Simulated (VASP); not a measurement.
Calculation: r2SCAN meta-GGA, VASP's PBE PAW potentials (set 64) (plane waves; VASP).

VASP input:

File POSCAR:
```
SiO2
1
    1.3396845759     0.7734673185     4.6824865281
   -1.3396845759     0.7734673185     4.6824865281
   -0.0000000000    -1.5469346370     4.6824865281
Si O
1 2
Direct
  0.0000000000   0.0000000000   0.0000000000
  0.2692747224   0.2692747224   0.2692747224
  0.7307252776   0.7307252776   0.7307252776
```

### KPOINTS
```
kpoints
0
G
  9 9 9
0 0 0
```

### INCAR
```
ALGO=Normal
EDIFF=1E-6
EDIFFG=-0.02
ENCUT=520
IBRION=2
ISIF=3
ISMEAR=0
LASPH=.TRUE.
LCHARG=.FALSE.
LMIXTAU=.TRUE.
LREAL=.FALSE.
LWAVE=.FALSE.
METAGGA=R2SCAN
NELM=100
NSW=60
PREC=Accurate
SIGMA=0.05
SYSTEM=SiO2
```

POTCAR, in this order: Si O (PBE.64 set). Program: vasp_std.

The run wrote:

**OSZICAR**
```
       N       E                     dE             d eps       ncg     rms          rms(c)
DAV:   1     0.564921335505E+02    0.56492E+02   -0.91294E+03  2112   0.125E+03
DAV:   2    -0.325637504811E+02   -0.89056E+02   -0.82245E+02  2664   0.267E+02
DAV:   3    -0.357478250201E+02   -0.31841E+01   -0.31717E+01  2632   0.529E+01
DAV:   4    -0.357708092060E+02   -0.22984E-01   -0.22976E-01  2392   0.508E+00
DAV:   5    -0.357710840844E+02   -0.27488E-03   -0.27484E-03  2632   0.525E-01    0.123E+01
DAV:   6    -0.299221124797E+02    0.58490E+01   -0.42438E+00  2544   0.178E+01    0.656E+00
DAV:   7    -0.283256402174E+02    0.15965E+01   -0.83741E-01  2432   0.109E+01    0.239E+00
DAV:   8    -0.303515124282E+02   -0.20259E+01   -0.60630E-01  2200   0.807E+00    0.145E+00
DAV:   9    -0.286704712128E+02    0.16810E+01   -0.25829E-01  2104   0.537E+00    0.299E-01
DAV:  10    -0.287801491857E+02   -0.10968E+00   -0.60389E-02  2072   0.323E+00    0.256E-01
DAV:  11    -0.287647849267E+02    0.15364E-01   -0.21237E-03  2480   0.601E-01    0.204E-01
DAV:  12    -0.287869382410E+02   -0.22153E-01   -0.86316E-03  2296   0.103E+00    0.576E-02
DAV:  13    -0.287870304576E+02   -0.92217E-04   -0.13797E-03  2568   0.508E-01    0.308E-02
DAV:  14    -0.287877649738E+02   -0.73452E-03   -0.68242E-04  2332   0.369E-01    0.323E-02
DAV:  15    -0.287880378510E+02   -0.27288E-03   -0.18194E-04  2116   0.211E-01    0.170E-02
DAV:  16    -0.287881483614E+02   -0.11051E-03   -0.30697E-05  2268   0.777E-02    0.733E-03
DAV:  17    -0.287881498520E+02   -0.14906E-05   -0.88770E-06  2460   0.299E-02    0.409E-03
DAV:  18    -0.287881489694E+02    0.88254E-06   -0.13992E-06  1620   0.163E-02
   1 F= -.28788149E+02 E0= -.28788149E+02  d E =-.287881E+02
```

### OUTCAR
```
------------------------ aborting loop because EDIFF is reached ----------------------------------------
  FORCE on cell =-STRESS in cart. coord.  units (eV):
  Direction    XX          YY          ZZ          XY          YZ          ZX
  --------------------------------------------------------------------------------------
  Total       -0.0006162     -0.0006162      0.0376527      0.0000000      0.0000000      0.0000000
  in kB       -0.0339107     -0.0339107      2.0722117      0.0000000      0.0000000      0.0000000
  external PRESSURE =       0.6681301 kB  Pullay stress =       0.0000000 kB
  volume of cell :       29.11
      direct lattice vectors                 reciprocal lattice vectors
     1.339684576  0.773467318  4.682486528     0.373222182  0.215479908  0.071187249
    -1.339684576  0.773467318  4.682486528    -0.373222182  0.215479908  0.071187249
     0.000000000 -1.546934637  4.682486528     0.000000000 -0.430959816  0.071187249
 POSITION                                       TOTAL-FORCE (eV/Angst)
 -----------------------------------------------------------------------------------
      0.00000      0.00000      0.00000         0.000000     -0.000000      0.000000
      0.00000      0.00000      3.78263        -0.000000      0.000000     -0.013147
      0.00000      0.00000     10.26483        -0.000000     -0.000000      0.013147
 -----------------------------------------------------------------------------------
    total drift:                                0.000000     -0.000000     -0.000000
  FREE ENERGIE OF THE ION-ELECTRON SYSTEM (eV)
  ---------------------------------------------------
  free  energy   TOTEN  =       -28.7881489694 eV

  energy  without entropy=      -28.7881489694  energy(sigma->0) =      -28.78814897

 reached required accuracy - stopping structural energy minimisation
```
(Selected blocks of OUTCAR.)

The structure was generated: SiO2 was put into the CdCl2 type (R-3m), which need not be its known phase. It was relaxed first, which changed the volume by +9 %. The start is the result of an earlier pass.
